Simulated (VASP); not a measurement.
**Quasiparticle energies of GaN in VASP**

Wanted: how far GW moves the Kohn-Sham levels of GaN. The cell is of the wurtzite type, one of the forms listed for this formula. The start is a cell from a database of measured crystal structures.

Main program and level: VASP 6.6.1; PBE; plane waves and PAW (Ga_d_GW, N_GW), in the first sound run; inputs show where later runs differ.

**Measured values to reproduce.**

“Thermoelectric Properties of GaN with Carrier Concentration Modulation: An Experimental and Theoretical Investigation” (2020, arxiv:2008.11387) quotes from earlier work for GaN, wurtzite (bulk crystal): band gap (direct gap at Gamma, literature experimental value) 3.4 eV [Rounded literature gap quoted in passing in the theory part; sample, method and …].

This is a report of a sequence of runs, with most program output left out.

The database entry behind the starting cell has ideal inner coordinates that were not refined, so it need not match the best structure at ambient conditions.

**1. The starting structure**

It takes space group P6_3mc (No. 186, hexagonal). Conventional cell: a = 3.190 Å, b = 3.190 Å, c = 5.189 Å, α = 90.00°, β = 90.00°, γ = 120.00°. Nearest to Ga lie 4 N at 1.95 Å. N has 4 Ga at 1.95 Å nearest. Farther neighbours and most contacts between anions are not listed.

As a file:

```
Ga N
1.0
     3.19000    0.00000    0.00000
    -1.59500    2.76262    0.00000
     0.00000    0.00000    5.18900
Ga N
2 2
Cartesian
  1.5950 0.9209 0.0000
  0.0000 1.8417 2.5945
  1.5950 0.9209 1.9459
  0.0000 1.8417 4.5404
```

**2. Ground state**

The orbitals come from a self-consistent PBE run with a tight EDIFF and a narrow smearing. KPOINTS_OPT adds the bands along a path, which shows whether the mesh holds the band edges.

Input file INCAR:

```
SYSTEM = GaN
PREC = Accurate
ENCUT = 450
EDIFF = 1E-08
NELM = 100
ISMEAR = 0
SIGMA = 0.01
LREAL = .FALSE.
ALGO = Normal
GGA = PE
NBANDS = 24
LORBIT = 11
LWAVE = .TRUE.
LCHARG = .FALSE.
KPAR = 8
```

Input file POSCAR:

```
GaN
1.0
    3.1900000000      0.0000000000      0.0000000000
   -1.5950000000      2.7626210381      0.0000000000
    0.0000000000      0.0000000000      5.1890000000
Ga N
2 2
Direct
    0.6666666667      0.3333333333      0.0000000000
    0.3333333333      0.6666666667      0.5000000000
    0.6666666667      0.3333333333      0.3750000000
    0.3333333333      0.6666666667      0.8750000000
```

Input file KPOINTS:

```
Automatic mesh
0
Gamma
6 6 4
0 0 0
```

Input file KPOINTS_OPT:

```
Line mode
12
Line-mode
Reciprocal
  0.00000000   0.00000000   0.00000000 GAMMA
  0.50000000   0.00000000   0.00000000 M

  0.50000000   0.00000000   0.00000000 M
  0.33333333   0.33333333   0.00000000 K

  0.33333333   0.33333333   0.00000000 K
  0.00000000   0.00000000   0.00000000 GAMMA

  0.00000000   0.00000000   0.00000000 GAMMA
  0.00000000   0.00000000   0.50000000 A

  0.00000000   0.00000000   0.50000000 A
  0.50000000   0.00000000   0.50000000 L

  0.50000000   0.00000000   0.50000000 L
  0.33333333   0.33333333   0.50000000 H

  0.33333333   0.33333333   0.50000000 H
  0.00000000   0.00000000   0.50000000 A

  0.50000000   0.00000000   0.50000000 L
  0.50000000   0.00000000   0.00000000 M

  0.33333333   0.33333333   0.00000000 K
  0.33333333   0.33333333   0.50000000 H
```

Potentials, in the order of the species: Ga_d_GW and N_GW (PBE family, release 64).

Started as:

```console
mpirun -np 8 vasp_std
```

The job ended after 8.4 s (8 MPI ranks of AMD EPYC 9R45, shared host; peak memory 1.3 GiB).

This step gave:

```yaml
free_energy_toten: -24.27 eV
fermi_energy: 5.216 eV
pressure: 3.615 GPa
least_gap_on_mesh_and_path: 1.894 eV
least_direct_gap_on_mesh_and_path: 1.894 eV
```

The highest empty bands on the path are converged less tightly, to about 0.1 eV. Electronic bands along the path, in eV, zero at the valence-band top; v1 is the highest filled band, c1 the lowest empty one:

| point | v4 | v3 | v2 | v1 | c1 | c2 | c3 | c4 |
| --- | --- | --- | --- | --- | --- | --- | --- | --- |
| Γ | -1.04 | -0.06 | 0.00 | 0.00 | 1.89 | 4.24 | 9.19 | 9.86 |
| 0.55 of the way | -3.17 | -2.10 | -0.87 | -0.56 | 4.46 | 5.89 | 7.17 | 8.45 |
| M | -4.23 | -2.74 | -2.23 | -0.98 | 5.05 | 5.54 | 6.03 | 8.58 |
| 0.45 of the way | -4.19 | -3.48 | -2.36 | -1.75 | 5.64 | 6.38 | 6.45 | 8.45 |
| K | -5.27 | -3.00 | -3.00 | -2.69 | 5.12 | 7.78 | 7.78 | 8.40 |
| 0.55 of the way | -3.33 | -2.14 | -0.83 | -0.77 | 4.60 | 6.64 | 7.50 | 7.72 |
| Γ | -1.04 | -0.06 | 0.00 | 0.00 | 1.89 | 4.24 | 9.19 | 9.86 |
| 0.45 of the way | -0.92 | -0.92 | -0.13 | -0.13 | 2.95 | 4.33 | 8.85 | 9.69 |
| A | -0.54 | -0.54 | -0.54 | -0.54 | 4.23 | 4.23 | 8.47 | 8.47 |
| 0.45 of the way | -2.01 | -2.01 | -1.19 | -1.19 | 5.26 | 5.26 | 7.60 | 7.60 |
| L | -1.93 | -1.93 | -1.91 | -1.91 | 4.38 | 4.38 | 7.76 | 7.76 |
| 0.45 of the way | -3.04 | -3.04 | -1.62 | -1.62 | 5.21 | 5.21 | 8.07 | 8.07 |
| H | -4.18 | -4.18 | -1.49 | -1.49 | 6.41 | 6.41 | 7.29 | 7.29 |
| 0.45 of the way | -2.29 | -2.29 | -1.86 | -1.86 | 5.66 | 5.66 | 7.73 | 7.73 |
| A | -0.54 | -0.54 | -0.54 | -0.54 | 4.23 | 4.23 | 8.47 | 8.47 |
| jump to L | -1.93 | -1.93 | -1.91 | -1.91 | 4.38 | 4.38 | 7.76 | 7.76 |
| 0.45 of the way | -3.17 | -2.47 | -1.66 | -1.33 | 4.22 | 5.06 | 7.65 | 7.74 |
| M | -4.23 | -2.74 | -2.23 | -0.98 | 5.05 | 5.54 | 6.03 | 8.58 |
| jump to K | -5.27 | -3.00 | -3.00 | -2.69 | 5.12 | 7.78 | 7.78 | 8.40 |
| 0.45 of the way | -5.02 | -3.12 | -2.31 | -2.31 | 5.75 | 7.27 | 7.27 | 8.22 |
| H | -4.18 | -4.18 | -1.49 | -1.49 | 6.41 | 6.41 | 7.29 | 7.29 |

Of the projections kept (Ga, N), the largest for each band there; the rest of the weight can lie on other orbitals:

| point | v4 | v3 | v2 | v1 | c1 | c2 | c3 | c4 |
| --- | --- | --- | --- | --- | --- | --- | --- | --- |
| Γ | N 0.72 | N 0.78 | N 0.79 | N 0.79 | N 0.59 | Ga 0.71 | N 0.82 | Ga 1.00 |
| M | N 0.54 | N 0.65 | N 0.63 | N 0.73 | Ga 0.88 | Ga 0.58 | Ga 0.52 | N 0.64 |
| K | N 0.55 | N 0.61 | N 0.61 | N 0.63 | Ga 0.88 | N 0.56 | N 0.56 | N 0.72 |
| Γ | N 0.72 | N 0.78 | N 0.79 | N 0.79 | N 0.59 | Ga 0.71 | N 0.82 | Ga 1.00 |
| A | N 0.75 | N 0.75 | N 0.75 | N 0.75 | N 0.54 | N 0.54 | Ga 0.63 | Ga 0.63 |
| L | N 0.68 | N 0.68 | N 0.68 | N 0.68 | Ga 0.73 | Ga 0.73 | Ga 0.75 | Ga 0.75 |

The cell has a gap of 1.89 eV on mesh and path and a pressure of +3.6 GPa, which holds the misfit of the given cell and coordinates with this functional, and any error of cutoff, mesh and data sets. Spin-orbit coupling is left out, which can shift or reorder these edges. Forces of up to 0.12 eV/Å remain in these settings.

**3. Empty bands**

ALGO = Exact makes the empty bands from the converged ground state in one step. LOPTICS writes the k-derivatives of the orbitals (WAVEDER), which give the long-wavelength limit of the screening.

Input file INCAR:

```
SYSTEM = GaN
PREC = Accurate
ENCUT = 450
ISMEAR = 0
SIGMA = 0.01
LREAL = .FALSE.
GGA = PE
NBANDS = 104
ALGO = Exact
NELM = 1
LWAVE = .TRUE.
LCHARG = .FALSE.
LOPTICS = .TRUE.
NEDOS = 1000
CSHIFT = 0.1
```

POSCAR is that of step 2.

KPOINTS is that of step 2.

Started as:

```console
mpirun -np 8 vasp_std
```

Run time: 8.4 s. Hardware: 8 MPI ranks; peak memory 1.3 GiB.

The gap is read on the k-mesh alone, so it is an upper bound where the band edges lie off the mesh.

A gap read on the k-mesh alone can miss the band edges.

Numbers from this step:

* gap on the k-mesh: 1.894 eV
* least direct gap on the k-mesh: 1.894 eV

WAVECAR now holds 104 bands for 36 electrons. Its independent-particle dielectric tensor has xx, yy, zz = 6.4, 6.4, 6.3 on this mesh, which isn't tested for convergence in mesh or bands and lacks local fields.

**4. G0W0, ENCUTGW 100, bands in the sums 104**

This step: G0W0 on PBE; plane waves and PAW (Ga_d_GW, N_GW) (VASP 6.6.1).

G0W0 keeps orbitals and screening fixed and shifts each of the lowest NBANDSGW levels once.

Input file INCAR:

```
SYSTEM = GaN
PREC = Accurate
ENCUT = 450
ISMEAR = 0
SIGMA = 0.01
LREAL = .FALSE.
GGA = PE
NBANDS = 104
ALGO = EVGW0
NELMGW = 1
ENCUTGW = 100
NOMEGA = 48
PRECFOCK = Fast
NBANDSGW = 32
LWAVE = .FALSE.
LCHARG = .FALSE.
```

POSCAR is that of step 3.

KPOINTS is that of step 3.

Started as:

```console
mpirun -np 8 vasp_std
```

Run time: 2.6 min. Hardware: 8 MPI ranks; peak memory 1.6 GiB; 17 min of CPU time.

Numbers from this step:

* quasiparticle gap on the mesh: 3.034 eV
* smallest direct quasiparticle gap on the mesh: 3.034 eV
* gap of the starting orbitals on the mesh: 1.894 eV

GW takes the gap from 1.894 to 3.034 eV. Spin-orbit coupling is left out. The value holds for 104 bands, ENCUTGW = 100 eV and this mesh, and isn't shown to be converged in them.

**5. Empty bands**

This step: PBE; plane waves and PAW (Ga_d_GW, N_GW) (VASP 6.6.1).

The empty bands are made again, for the run that follows.

Input file INCAR:

```
SYSTEM = GaN
PREC = Accurate
ENCUT = 450
ISMEAR = 0
SIGMA = 0.01
LREAL = .FALSE.
GGA = PE
NBANDS = 176
ALGO = Exact
NELM = 1
LWAVE = .TRUE.
LCHARG = .FALSE.
LOPTICS = .TRUE.
NEDOS = 1000
CSHIFT = 0.1
```

POSCAR is that of step 4.

KPOINTS is that of step 4.

Started as:

```console
mpirun -np 8 vasp_std
```

The job ended after 8.6 s (8 MPI ranks; peak memory 1.4 GiB).

WAVECAR now holds 176 bands for 36 electrons.

**6. G0W0, ENCUTGW 140, bands in the sums 176**

This step: G0W0 on PBE; plane waves and PAW (Ga_d_GW, N_GW) (VASP 6.6.1).

ENCUTGW rises to 140 eV and the bands with it, to about the number of plane waves under that cutoff.

Input file INCAR:

```
SYSTEM = GaN
PREC = Accurate
ENCUT = 450
ISMEAR = 0
SIGMA = 0.01
LREAL = .FALSE.
GGA = PE
NBANDS = 176
ALGO = EVGW0
NELMGW = 1
ENCUTGW = 140
NOMEGA = 48
PRECFOCK = Fast
NBANDSGW = 32
LWAVE = .FALSE.
LCHARG = .FALSE.
```

POSCAR is that of step 5.

KPOINTS is that of step 5.

Started as:

```console
mpirun -np 8 vasp_std
```

Elapsed: 4.2 min, on 8 MPI ranks; peak memory 2.1 GiB.

The gap is now 3.072 eV, +38 meV against the GW run before. Spin-orbit coupling is left out.

**7. Empty bands**

This step: PBE; plane waves and PAW (Ga_d_GW, N_GW) (VASP 6.6.1).

Input file INCAR:

```
SYSTEM = GaN
PREC = Accurate
ENCUT = 450
ISMEAR = 0
SIGMA = 0.01
LREAL = .FALSE.
GGA = PE
NBANDS = 256
ALGO = Exact
NELM = 1
LWAVE = .TRUE.
LCHARG = .FALSE.
LOPTICS = .TRUE.
NEDOS = 1000
CSHIFT = 0.1
```

POSCAR is that of step 6.

KPOINTS is that of step 6.

Started as:

```console
mpirun -np 8 vasp_std
```

The job ended after 8.8 s (8 MPI ranks; peak memory 1.4 GiB).

WAVECAR now holds 256 bands for 36 electrons.

**8. G0W0, ENCUTGW 180, bands in the sums 256**

This step: G0W0 on PBE; plane waves and PAW (Ga_d_GW, N_GW) (VASP 6.6.1).

ENCUTGW rises to 180 eV and the bands with it, to about the number of plane waves under that cutoff.

Input file INCAR:

```
SYSTEM = GaN
PREC = Accurate
ENCUT = 450
ISMEAR = 0
SIGMA = 0.01
LREAL = .FALSE.
GGA = PE
NBANDS = 256
ALGO = EVGW0
NELMGW = 1
ENCUTGW = 180
NOMEGA = 48
PRECFOCK = Fast
NBANDSGW = 32
LWAVE = .FALSE.
LCHARG = .FALSE.
```

POSCAR is that of step 7.

KPOINTS is that of step 7.

Started as:

```console
mpirun -np 8 vasp_std
```

Run time: 6.6 min. Hardware: 8 MPI ranks; peak memory 2.7 GiB; 42 min of CPU time.

The gap is now 3.094 eV, +22 meV against the GW run before. Spin-orbit coupling is left out.

**9. Empty bands**

This step: PBE; plane waves and PAW (Ga_d_GW, N_GW) (VASP 6.6.1).

Input file INCAR:

```
SYSTEM = GaN
PREC = Accurate
ENCUT = 450
ISMEAR = 0
SIGMA = 0.01
LREAL = .FALSE.
GGA = PE
NBANDS = 344
ALGO = Exact
NELM = 1
LWAVE = .TRUE.
LCHARG = .FALSE.
LOPTICS = .TRUE.
NEDOS = 1000
CSHIFT = 0.1
```

POSCAR is that of step 8.

KPOINTS is that of step 8.

Started as:

```console
mpirun -np 8 vasp_std
```

Run time: 9.4 s. Hardware: 8 MPI ranks; peak memory 1.4 GiB; 57 s of CPU time.

WAVECAR now holds 344 bands for 36 electrons.

**10. G0W0, ENCUTGW 220, bands in the sums 344**

This step: G0W0 on PBE; plane waves and PAW (Ga_d_GW, N_GW) (VASP 6.6.1).

ENCUTGW rises to 220 eV and the bands with it, to about the number of plane waves under that cutoff.

Input file INCAR:

```
SYSTEM = GaN
PREC = Accurate
ENCUT = 450
ISMEAR = 0
SIGMA = 0.01
LREAL = .FALSE.
GGA = PE
NBANDS = 344
ALGO = EVGW0
NELMGW = 1
ENCUTGW = 220
NOMEGA = 48
PRECFOCK = Fast
NBANDSGW = 32
LWAVE = .FALSE.
LCHARG = .FALSE.
```

POSCAR is that of step 9.

KPOINTS is that of step 9.

Started as:

```console
mpirun -np 8 vasp_std
```

Run time: 10 min. Hardware: 8 MPI ranks; peak memory 3.5 GiB.

The gap is now 3.107 eV, +13 meV against the GW run before. Spin-orbit coupling is left out.

**11. Summary**

This step: GW series: G0W0 on PBE; plane waves and PAW (VASP 6.6.1).

Derived from the runs above.

Numbers from this step:

| Quantity | Value |
| --- | --- |
| gap extrapolated to a complete basis | 3.142 eV |
| direct gap extrapolated to a complete basis | 3.142 eV |

Cost is wall time times ranks on a shared host, with the step that makes the empty bands. GW runs:

| level | bands | ENCUTGW (eV) | NOMEGA | k mesh | starting gap (eV) | quasiparticle gap (eV) | direct gap (eV) | cost (core minutes) |
| --- | --- | --- | --- | --- | --- | --- | --- | --- |
| G0W0 | 104 | 100 | 48 | 6x6x4 | 1.894 | 3.034 | 3.034 | 21.65 |
| G0W0 | 176 | 140 | 48 | 6x6x4 | 1.894 | 3.072 | 3.072 | 35.01 |
| G0W0 | 256 | 180 | 48 | 6x6x4 | 1.894 | 3.094 | 3.094 | 53.97 |
| G0W0 | 344 | 220 | 48 | 6x6x4 | 1.894 | 3.107 | 3.107 | 82.87 |

**12. Summary of results**

- G0W0 on PBE, 344 bands, ENCUTGW 220 eV, NOMEGA 48, mesh 6×6×4: 1.894 → 3.107 eV
- G0W0 on PBE, 104 bands, ENCUTGW 100 eV, NOMEGA 48, mesh 6×6×4: 1.894 → 3.034 eV
- gap at a complete basis (linear in ENCUTGW^-3/2): 3.14 eV

**Reading.** G0W0 gives a quasiparticle gap of 3.107 eV on the mesh, 1.21 eV over the PBE gap on the same mesh. On mesh and path the starting valence top lies at Γ and the conduction bottom at Γ, so the starting gap is direct. Both points lie on the GW mesh. The steps of the series move the gap by +38, +22, +13 meV; the last costs 1.5 times the one before. The last step lies within a tolerance of 30 meV, picked for this account, and the last two together move the gap by +35 meV. Extrapolated from the last three points to a complete basis, the gap is 3.14 eV, +36 meV from the dearest run. The extrapolation removes the error of the response basis alone, at this mesh, ENCUT and data set. In Ga_d_GW the d shell is in the valence without all the semicore s and p states of the same shell; those stay frozen in the core, and how far that moves the GW gap wasn't tested here. Spin-orbit coupling is left out; with Ga in the cell it can split or shift band edges, by an amount that depends on which atoms form them and isn't tested here. The given cell is kept, although it stands at +3.6 GPa at PBE and ENCUT = 450 eV, which holds the mismatch of the given cell with this functional and any basis-set error. Not tabulated here, as repeats of values shown or as unfit to read for their mesh, reference level or band range: eps2 curves (empty bands); eps1 curves and static values (empty bands); gaps (empty bands).

Comparison with the measured values:

| quantity | measured | PBE | G0W0 on PBE |
| --- | --- | --- | --- |
| band gap (direct gap) (eV) | 3.4 | 1.89 (-1.51 eV) | 3.11 (-0.29 eV) |

Measured values from arxiv:2008.11387 (2020).

Verdict: The band gap is off by -0.29 eV at G0W0 on PBE: fair agreement. Zero-point and thermal motion shift the measured gap. No cell relaxation is part of this session.

[Lines on the potential files, build, host, timing and source positions are cut from VASP's logs without a mark.]

[Logs are printed without paths, hosts, clocks, repeated set-up lines and the standing remarks that a program may print on its own settings, such as how far it seeks lower states.]

[Hosts, paths, dates, database ids (printed as entryN), source tags and the programs' standing remarks are cut or masked in the printed files.]

[Pressures printed for these runs are not shown converged in the cutoff: they can be off by several GPa and have the wrong sign.]
